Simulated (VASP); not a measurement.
```
Te
1.0
    1.77590    -3.07594     0.00000
    1.77590     3.07594     0.00000
    0.00000     0.00000     6.60404
Te
3
Direct
  0.00000   0.33311   0.66667
  0.66689   0.66689   0.00000
  0.33311   0.00000   0.33333
```

The numbers are results of PBEsol GGA, VASP's PBE PAW potentials (set 64) (plane waves; VASP), not measurements. Settings: 480 eV cut-off, 6×6×4 Γ-centred mesh, Gaussian smearing of 0.050 eV, potentials Te.

Unless said otherwise, spin-orbit coupling is left out, though it shifts the bands of the heavy elements here.

### Question
What does the run give for the energy per atom (σ→0), pressure, band gap (on the k-mesh) with the smallest direct gap where there is one?

### Answer

The band gap (on the k-mesh) is none (metal, semimetal or under 0.01 eV). The energy per atom (σ→0) is -3.215 eV/atom and the pressure is 15.02 GPa.

Total energies compare only between runs with the same potentials, cut-off and functional.

The compound is Te in the trig structure. It was relaxed first under an external pressure of 15 GPa. The k-mesh is coarse (spacing up to 0.34 per Å, 2π included), so the numbers may not be converged in it.
